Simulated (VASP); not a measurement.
Level of theory: PBE GGA, VASP's PBE PAW potentials (set 64) (plane waves; VASP 6.6.1).

Input for VASP

### POSCAR
```
BW2
1.0
  4.1990640000   0.0000000000   0.0000000000
  0.0000000000   4.1990640000   0.0000000000
  0.0000000000   0.0000000000   6.4071250000
W B
4 2
Cart
  0.0000000000   0.0000000000   0.0000000000
  2.0995320000   2.0995320000   0.0000000000
  2.0995320000   0.0000000000   1.7299237500
  0.0000000000   2.0995320000   4.6772012500
  2.0995320000   0.0000000000   4.4849875000
  0.0000000000   2.0995320000   1.9221375000
```

### INCAR
```
# general
SYSTEM  = BW2
PREC    = Accurate
ENCUT   = 400
LREAL   = .FALSE.
LASPH   = .TRUE.

# electronic loop
EDIFF   = 1E-6
NELM    = 100
ALGO    = Normal
LMAXMIX = 6

# smearing
ISMEAR  = -1
SIGMA   = 0.05

# functional
GGA     = PE

# ions
ISIF    = 2

# output
LWAVE   = .FALSE.
LCHARG  = .FALSE.
```

KPOINTS:
```
Automatic mesh
0
gamma
  4 4 3
0 0 0
```

POTCAR, in this order: W_sv B (PBE.64 set). Program: vasp_std.

The run wrote:

**OSZICAR**
```
       N       E                     dE             d eps       ncg     rms          rms(c)
DAV:   1     0.641320020366E+03    0.64132E+03   -0.31273E+04   936   0.151E+03
DAV:   2    -0.223775882358E+02   -0.66370E+03   -0.64842E+03   947   0.494E+02
DAV:   3    -0.594655566946E+02   -0.37088E+02   -0.35421E+02  1166   0.106E+02
DAV:   4    -0.606370982355E+02   -0.11715E+01   -0.11470E+01  1096   0.168E+01
DAV:   5    -0.606694499344E+02   -0.32352E-01   -0.32192E-01  1160   0.273E+00    0.300E+01
DAV:   6    -0.578564582002E+02    0.28130E+01   -0.23624E+01  1145   0.271E+01    0.119E+01
DAV:   7    -0.581430468868E+02   -0.28659E+00   -0.21127E+01  1117   0.216E+01    0.825E+00
DAV:   8    -0.568619035461E+02    0.12811E+01   -0.81878E+00  1105   0.117E+01    0.242E+00
DAV:   9    -0.568194751056E+02    0.42428E-01   -0.43249E-01  1107   0.401E+00    0.952E-01
DAV:  10    -0.568163424320E+02    0.31327E-02   -0.60549E-02  1206   0.132E+00    0.473E-01
DAV:  11    -0.568150494522E+02    0.12930E-02   -0.13097E-02  1099   0.579E-01    0.127E-01
DAV:  12    -0.568150590913E+02   -0.96392E-05   -0.10138E-03  1123   0.296E-01    0.354E-02
DAV:  13    -0.568150492942E+02    0.97971E-05   -0.16714E-04  1120   0.887E-02    0.106E-02
DAV:  14    -0.568150484336E+02    0.86062E-06   -0.92064E-06  1131   0.194E-02
   1 F= -.56815048E+02 E0= -.56785189E+02  d E =-.597198E-01
```

### OUTCAR
```
------------------------ aborting loop because EDIFF is reached ----------------------------------------
  FORCE on cell =-STRESS in cart. coord.  units (eV):
  Direction    XX          YY          ZZ          XY          YZ          ZX
  --------------------------------------------------------------------------------------
  Total      -18.2927260    -18.2927260    -22.9392709      0.0000000     -0.0000000      0.0000000
  in kB     -259.4303768   -259.4303768   -325.3284231      0.0000000     -0.0000000      0.0000000
  external PRESSURE =    -281.3963922 kB  Pullay stress =       0.0000000 kB
  volume of cell :      112.97
      direct lattice vectors                 reciprocal lattice vectors
     4.199064000  0.000000000  0.000000000     0.238148311  0.000000000  0.000000000
     0.000000000  4.199064000  0.000000000     0.000000000  0.238148311  0.000000000
     0.000000000  0.000000000  6.407125000     0.000000000  0.000000000  0.156076243
 POSITION                                       TOTAL-FORCE (eV/Angst)
 -----------------------------------------------------------------------------------
      0.00000      0.00000      0.00000         0.000000     -0.000000     -0.000000
      2.09953      2.09953      0.00000        -0.000000      0.000000     -0.000000
      2.09953      0.00000      1.72992         0.000000     -0.000000      0.380434
      0.00000      2.09953      4.67720        -0.000000     -0.000000     -0.380434
      2.09953      0.00000      4.48499         0.000000     -0.000000      0.675871
      0.00000      2.09953      1.92214         0.000000      0.000000     -0.675871
 -----------------------------------------------------------------------------------
    total drift:                                0.000000      0.000000      0.000000
  FREE ENERGIE OF THE ION-ELECTRON SYSTEM (eV)
  ---------------------------------------------------
  free  energy   TOTEN  =       -56.8150484336 eV

  energy  without entropy=      -56.7553286417  energy(sigma->0) =      -56.78518854
```
(Selected blocks of OUTCAR.)

At this cut-off the stress carries a Pulay error, which pulls relaxed volumes low.

The structure was generated: BW2 was put into an ordered model structure, which need not be its known phase. The cell was not relaxed at this level. The k-mesh is coarse (spacing up to 0.37 per Å, 2π included), so the numbers may not be converged in it.
